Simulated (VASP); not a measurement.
# GeCN2 (R-3m) in VASP: G0W0 quasiparticle levels with LDA

Aim: the G0W0 quasiparticle levels of GeCN2 with LDA.

All numbers are computed with VASP 6.6.1; they aren't measurements. Logs are shortened: lines on timing, memory, paths and dates and some standing lists are left out, and cuts for length are marked.

## (1) The crystal as given

Symmetry: R-3m, No. 166, trigonal system. Conventional cell: a = 3.588 Å, b = 3.588 Å, c = 14.766 Å, α = 90.00°, β = 90.00°, γ = 120.00°. Around Ge (site symmetry -3m) lie 6 N at 2.40 Å. N (site symmetry 3m) has 1 C at 1.24 Å as nearest neighbours. C (site symmetry -3m) is surrounded by 2 N at 1.24 Å.

The cell comes from a database or a generator and needn't be the stable form of this composition.

## (2) G0W0 quasiparticle levels, LDA

The input, POSCAR:

```
GeCN2
1.0
    1.7937903697      1.0356453528      4.9219572124
   -1.7937903697      1.0356453528      4.9219572124
    0.0000000000     -2.0712907056      4.9219572124
Ge N C
1 2 1
Direct
    0.0000000000      0.0000000000      0.0000000000
    0.5839044000      0.5839044000      0.5839044000
    0.4160956000      0.4160956000      0.4160956000
    0.5000000000      0.5000000000      0.5000000000
```

The input, INCAR.step1:

```
PREC = Accurate
ENCUT = 500
EDIFF = 1E-8
ISMEAR = 0
SIGMA = 0.01
LREAL = F
LASPH = T
NELM = 100
ALGO = Fast
LWAVE = T
LCHARG = F
GGA = CA
```

The input, INCAR.step2:

```
PREC = Accurate
ENCUT = 500
EDIFF = 1E-8
ISMEAR = 0
SIGMA = 0.01
LREAL = F
LASPH = T
NELM = 1
ALGO = Exact
LWAVE = T
LCHARG = F
GGA = CA
NBANDS = 109
LOPTICS = T
ISTART = 1
```

The input, INCAR.step3:

```
PREC = Accurate
ENCUT = 500
EDIFF = 1E-8
ISMEAR = 0
SIGMA = 0.01
LREAL = F
LASPH = T
ALGO = EVGW0
LWAVE = T
LCHARG = F
GGA = CA
NELMGW = 1
NBANDS = 109
ENCUTGW = 120
NOMEGA = 64
PRECFOCK = Fast
ISTART = 1
NBANDSGW = 22
```

The input, INCAR.step4:

```
PREC = Accurate
ENCUT = 500
EDIFF = 1E-8
ISMEAR = 0
SIGMA = 0.01
LREAL = F
LASPH = T
ALGO = BSE
LWAVE = F
LCHARG = F
GGA = CA
NBANDS = 109
ENCUTGW = 120
NBANDSO = 4
NBANDSV = 6
ANTIRES = 0
OMEGAMAX = 20
PRECFOCK = Fast
ISTART = 1
NBSEEIG = 10
```

The input, KPOINTS:

```
Automatic mesh
0
Gamma
  5 5 5
```

Potentials or basis: VASP PAW LDA potentials, release 64 (Ge_d_GW, N_GW, C_GW).

Launch:

```console
cat potpaw_LDA.64/Ge_d_GW/POTCAR potpaw_LDA.64/N_GW/POTCAR potpaw_LDA.64/C_GW/POTCAR > POTCAR
cp INCAR.step1 INCAR
mpirun -np 1 vasp_std > vasp.out
cp INCAR.step2 INCAR
mpirun -np 1 vasp_std > vasp.out
cp INCAR.step3 INCAR
mpirun -np 1 vasp_std > vasp.out
cp INCAR.step4 INCAR
mpirun -np 1 vasp_std > vasp.out
```

OUTCAR:

```text
PREC = Accurate
   ENCUT = 500
   EDIFF = 1E-8
   ISMEAR = 0
   LREAL = F
   LASPH = T
   GGA = CA
   ENCUTGW = 120
   PRECFOCK = Fast
   ISTART = 1

 ion  position               nearest neighbor table
   1  0.000  0.000  0.000-   2 2.40   3 2.40   2 2.40   2 2.40   3 2.40   3 2.40
   2  0.584  0.584  0.584-   4 1.24   1 2.40   1 2.40   1 2.40
   3  0.416  0.416  0.416-   4 1.24   1 2.40   1 2.40   1 2.40
   4  0.500  0.500  0.500-   2 1.24   3 1.24

  LATTYP: Found a trigonal (rhomboedric) cell.
 ALAT       =     5.3400288377
 COS(alpha) =     0.7743235887

  Lattice vectors:

 A1 = (   1.7937903697,   1.0356453528,   4.9219572124)
 A2 = (  -1.7937903697,   1.0356453528,   4.9219572124)
 A3 = (   0.0000000000,  -2.0712907056,   4.9219572124)

Analysis of symmetry for initial positions (statically):
=====================================================================
 Subroutine PRICEL returns:
 Original cell was already a primitive cell.

 Routine SETGRP: Setting up the symmetry group for a
 trigonal (rhombohedral) supercell.

 Subroutine GETGRP returns: Found 12 space group operations
 (whereof 12 operations were pure point group operations)
 out of a pool of 12 trial point group operations.

The static configuration has the point symmetry D_3d.

Analysis of symmetry for dynamics (positions and initial velocities):
=====================================================================
 Subroutine PRICEL returns:
 Original cell was already a primitive cell.

 Routine SETGRP: Setting up the symmetry group for a
 trigonal (rhombohedral) supercell.

 Subroutine GETGRP returns: Found 12 space group operations
 (whereof 12 operations were pure point group operations)
 out of a pool of 12 trial point group operations.

The dynamic configuration has the point symmetry D_3d.

 Subroutine INISYM returns: Found 12 space group operations
 (whereof 12 operations are pure point group operations),
 and found     1 'primitive' translations

----------------------------------------------------------------------------------------

                                     Primitive cell

  volume of cell :      54.8620

  direct lattice vectors                    reciprocal lattice vectors
     1.793790370  1.035645353  4.921957212     0.278739371  0.160930251  0.067723737
    -1.793790370  1.035645353  4.921957212    -0.278739371  0.160930251  0.067723737
     0.000000000 -2.071290706  4.921957212     0.000000000 -0.321860502  0.067723737

  length of vectors
     5.340028838  5.340028838  5.340028838     0.328908327  0.328908327  0.328908327

  position of ions in fractional coordinates (direct lattice)
     0.000000000  0.000000000  0.000000000
     0.583904400  0.583904400  0.583904400
     0.416095600  0.416095600  0.416095600
     0.500000000  0.500000000  0.500000000

  ion indices of the primitive-cell ions
   primitive index   ion index
                 1           1
                 2           2
                 3           3
                 4           4

----------------------------------------------------------------------------------------

 KPOINTS: Automatic mesh

Automatic generation of k-mesh.
 Grid dimensions read from file:
 generate k-points for:    5    5    5

 Generating k-lattice:

  Cartesian coordinates                     Fractional coordinates (reciprocal lattice)
     0.055747874  0.032186050  0.013544747     0.200000000  0.000000000  0.000000000
    -0.055747874  0.032186050  0.013544747     0.000000000  0.200000000  0.000000000
     0.000000000 -0.064372100  0.013544747     0.000000000  0.000000000  0.200000000

  Length of vectors
     0.065781665  0.065781665  0.065781665

  Shift w.r.t. Gamma in fractional coordinates (k-lattice)
     0.000000000  0.000000000  0.000000000

 Subroutine IBZKPT returns following result:
 ===========================================

 Found     19 irreducible k-points:

 Following reciprocal coordinates:
            Coordinates               Weight
  0.000000  0.000000  0.000000      1.000000
  0.200000 -0.000000 -0.000000      6.000000
  0.400000 -0.000000 -0.000000      6.000000
  0.200000  0.200000 -0.000000      6.000000
  0.400000  0.200000 -0.000000     12.000000
 -0.400000  0.200000  0.000000     12.000000
 -0.200000  0.200000  0.000000      6.000000
  0.400000  0.400000  0.000000      6.000000
 -0.400000  0.400000  0.000000      6.000000
  0.200000  0.200000  0.200000      2.000000
  0.400000  0.200000  0.200000      6.000000
 -0.400000  0.200000  0.200000      6.000000
 -0.200000  0.200000  0.200000      6.000000
  0.400000  0.400000  0.200000      6.000000
 -0.400000  0.400000  0.200000     12.000000
 -0.200000  0.400000  0.200000     12.000000
 -0.400000 -0.400000  0.200000      6.000000
  0.400000  0.400000  0.400000      2.000000
 -0.400000  0.400000  0.400000      6.000000
   k-points           NKPTS =     19   k-points in BZ     NKDIM =    125   number of bands    NBANDS=    109
   number of dos      NEDOS =    301   number of ions     NIONS =      4
   total plane-waves  NPLWV =  64000
   dimension x,y,z NGX =    40 NGY =   40 NGZ =   40
   dimension x,y,z NGXF=    80 NGYF=   80 NGZF=   80
   ions per type =               1   2   1
   NGX,Y,Z   is equivalent  to a cutoff of  12.45, 12.45, 12.45 a.u.
   NGXF,Y,Z  is equivalent  to a cutoff of  24.91, 24.91, 24.91 a.u.
 SYSTEM =  unknown system
   PREC   = accura    normal or accurate (medium, high low for compatibility)
   ISTART =      1    job   : 0-new  1-cont  2-samecut
   ICHARG =      0    charge: 1-file 2-atom 10-const
   ISPIN  =      1    spin polarized calculation?
   LNONCOLLINEAR =      F non collinear calculations
   LSORBIT =      F    spin-orbit coupling
   LASPH  =      T    aspherical Exc in radial PAW
   ENCUT  =  500.0 eV  36.75 Ry    6.06 a.u.   9.74  9.74  9.74*2*pi/ulx,y,z
   NELM   =     60;   NELMIN=  2; NELMDL=  0     # of ELM steps
   EDIFF  = 0.1E-07   stopping-criterion for ELM
   LREAL  =      F    real-space projection
   EDIFFG = 0.1E-06   stopping-criterion for IOM
   NSW    =      0    number of steps for IOM
   IBRION =     -1    ionic relax: 0-MD 1-quasi-New 2-CG
   NFREE  =      0    steps in history (QN), initial steepest desc. (CG)
   ISIF   =      0    stress and relaxation
   ISYM   =      3    0-nonsym 1-usesym 2-fastsym
   POTIM  = 0.5000    time-step for ionic-motion
   TEBEG  =    0.0;   TEEND  =   0.0 temperature during run
   PSTRESS=    0.0 pullay stress
   NELECT =      28.0000    total number of electrons
   NUPDOWN=      -1.0000    fix difference up-down
   EMIN   =  10.00;   EMAX   =-10.00  energy-range for DOS
   EFERMI =   0.00;   METHOD = LEGACY
   ISMEAR =     0;   SIGMA  =   0.01  broadening in eV -4-tet -1-fermi 0-gaus
   EFERMI_NEDOS =   21; number of points for ismear=-14 and -15
   IALGO  =     38    algorithm
   IMIX   =      4    mixing-type and parameters
     AMIX     =   0.40;   BMIX     =  1.00
     AMIX_MAG =   1.60;   BMIX_MAG =  1.00
  volume/ion in A,a.u.               =      13.72        92.56
  Fermi-wavevector in a.u.,A,eV,Ry     =   1.308289  2.472307 23.287992  1.711619
  Thomas-Fermi vector in A             =   2.438966
   LORBIT       =      0    0 simple, 1 ext, 2 COOP (PROOUT), +10 PAW based schemes
   GGA     = CA    functional components
   LHFCALC =     T    Hartree Fock is set to
   PRECFOCK=fast      Normal, Fast or Accurate (Low or Medium for compatibility)
   ENCUT4O =  -1.0   cutoff for four orbital integrals eV
   NKREDX  =     1    reduce k-point grid by
   NKREDY  =     1    reduce k-point grid by
   NKREDZ  =     1    reduce k-point grid by
   AEXX    =    1.0000 exact exchange contribution
   HFSCREEN=    0.0000 screening length (either q_TF or 0.3 A-1)
   HFSCREENC=   0.0000 screening length for correlation (either q_TF or 0.3 A-1)
   ENCUTFOCK=  -1.0 apply spherical cutoff to Coloumb kernel
   IVDW    =     0    specifies the selected vdW correction
   LEPSILON=     F    determine dielectric tensor
   LRPA    =     F    only Hartree local field effects (RPA)
   LRPAFORCE           =     F    calculate RPA forces
   ENCUTGW             = 120.0    cutoff for response function in eV
   ENCUTGWSOFT         =  96.0    soft cutoff for Coulomb kernel in GW response function in eV
   ENCUTLF             =  -1.0    cutoff for local field effects
   NELMGW              =     1    number of iterations in solving QP/BSE equation
   NELMHF              =     1    number of iterations in the inner HF iteration
   NKREDLFX            =     1    NKREDLFY  =   1   NKREDLFZ  =   1
 non-spin polarized calculation
 Gauss-broadening in eV      SIGMA  =   0.01
  energy-cutoff  :      500.00
  volume of cell :       54.86
 maximum number of plane-waves:      1421
  NGX = 24; NGY = 24; NGZ = 24
   NGX = 19   NGY = 19   NGZ = 19
 maximum number of plane-waves:       173
 NGX is ok and might be reduce to    24

 BSE (scaLAPACK) attempting allocation of   0.144 Gbyte  rank=   3000

=======================================================================
```

It took 26 min on 1 thread of Intel Xeon Platinum 8488C (Sapphire Rapids), shared host; peak memory 1 GiB.

What came out:

| Property | Result |
| --- | --- |
| Band gap on the k mesh, mean-field level | 1.25 eV, indirect (least direct gap 2.06 eV) |
| Quasiparticle gap | 1.61 eV |
| Least direct quasiparticle gap | 2.52 eV |

Dielectric function (mean over the directions given):
```
energy (eV)  real part  imaginary part
       0.32       8.62            0.04
       0.96       9.23            0.16
       1.60      11.03            0.49
       2.32       9.25            5.73
       2.96       4.40           24.39
       3.68      -4.64           14.33
       4.32       5.06            7.63
       5.04      -2.33            6.25
       5.69       0.36            6.86
       6.41      -1.43            2.57
       7.05       0.06            3.11
       7.69       0.20            2.76
       8.41      -0.19            3.07
       9.05      -1.97            2.82
       9.77      -2.01            2.43
      10.41      -1.62            1.00
      11.13      -1.26            0.71
      11.77      -0.45            0.50
      12.49      -0.55            0.60
      13.13      -0.36            0.71
      13.77      -0.45            0.34
      14.49      -0.18            0.09
      15.14      -0.01            0.06
      15.86       0.16            0.02
      16.50       0.29            0.02
      17.22       0.42            0.02
      17.86       0.55            0.03
      18.58       1.00            0.20
      19.22      -0.05            0.16
      19.94       0.34            0.02
```

Lowest excitation energies (eV) and strengths:
```
energy  strength
 2.219         0
 2.219         0
 2.223      48.5
 2.252     0.568
 2.252      0.57
 2.268         0
 2.347     0.945
 2.376         0
 2.902       105
 2.911      10.5
```

Caveat: bands, screening cutoff and mesh are small and nothing is extrapolated, so the quasiparticle values aren't converged; the standard files for N, O and F lose accuracy on very short bonds; spectra need much finer meshes, so this one isn't converged; an odd mesh through Γ misses points on the zone boundary, where band edges often lie.
